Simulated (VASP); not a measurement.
Input:

```yaml
crystal:
  lattice:
    - [0.00000, 3.13595, 3.13595]
    - [3.13595, 0.00000, 3.13595]
    - [3.13595, 3.13595, 0.00000]
  atoms:
    - { symbol: Pb, position: [0.00000, 0.00000, 0.00000] }
    - { symbol: Se, position: [0.50000, 0.50000, 0.50000] }
```

These are PBE GGA, VASP's PBE PAW potentials (set 64) (plane waves; VASP) values and carry that method's errors. Numerical set-up: 300 eV cut-off, 5×5×5 Γ-centred mesh, Fermi-Dirac smearing of 0.020 eV, potentials Pb_d Se.

At this cut-off the stress carries a Pulay error, which pulls relaxed volumes low.

### Question
Estimate the energy per atom (σ→0), pressure.

### Answer

| Quantity | Result |
|---|---|
| energy per atom (σ→0) | -4.099 eV/atom |
| pressure | -1.59 GPa |

Total energies compare only between runs with the same potentials, cut-off and functional.

The structure comes from a computed database's PbSe entry; how it stands against other phases isn't given here. The cell was not relaxed at this level.
